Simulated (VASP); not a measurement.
Data:

```
Cl
1.0
    2.24000    -3.12000     0.00000
    2.24000     3.12000     0.00000
    0.00000     0.00000     8.26000
Cl
4
Cartesian
  3.92896   0.00000   7.40922
  2.79104   0.00000   3.27922
  1.68896   0.00000   4.98078
  0.55104   0.00000   0.85078
```

Computed with PBE GGA, VASP's PBE PAW potentials (set 64) (plane waves; VASP 6.6.1). Run with 300 eV cut-off, 7×7×4 Γ-centred mesh, Gaussian smearing of 0.020 eV, potentials Cl.

At this cut-off the stress carries a Pulay error, which pulls relaxed volumes low.

Problem. Give the force on each atom (eV/Å).

Solution. 
| atom | Fx | Fy | Fz |
|---|---|---|---|
| Cl1 | 0.202 | 0.000 | 0.217 |
| Cl2 | -0.202 | 0.000 | 0.217 |
| Cl3 | 0.202 | 0.000 | -0.217 |
| Cl4 | -0.202 | 0.000 | -0.217 |

Problem. Give the stress tensor in GPa (positive for a compressed cell).

Solution. 
```
-0.59   0.00   0.00
 0.00   0.78   0.00
 0.00   0.00  -1.42
```
The pressure is its mean diagonal, -0.41 GPa.

The structure is a typed Cl crystal. The cell was not relaxed at this level.
